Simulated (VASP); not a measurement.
Data:

```
CELL_PARAMETERS angstrom
      0.00000     2.47803     2.47803
      2.47803     0.00000     2.47803
      2.47803     2.47803     0.00000
ATOMIC_POSITIONS crystal
  Eu 0.00000 0.00000 0.00000
  O  0.50000 0.50000 0.50000
```

These are optB88-vdW, VASP's PBE PAW potentials (set 64) (plane waves; VASP) values and carry that method's errors. Run with 520 eV cut-off, 8×8×8 Γ-centred mesh, Gaussian smearing of 0.050 eV, potentials Eu_2 O.

The 4f electrons are frozen in the core of the lanthanide potential, so 4f levels, which can set the real gap, and their magnetism are missing.

Estimate the energy per atom (σ→0), band gap (on the k-mesh) with the smallest direct gap where there is one.

band gap (on the k-mesh): 2.73 eV
smallest direct gap (on the k-mesh): 2.73 eV
energy per atom (σ→0): -4.764 eV/atom

Total energies compare only between runs with the same potentials, cut-off and functional.

The compound is EuO in the rock salt structure. It was relaxed first, which changed the volume by -10 %. The start is the result of an earlier pass.
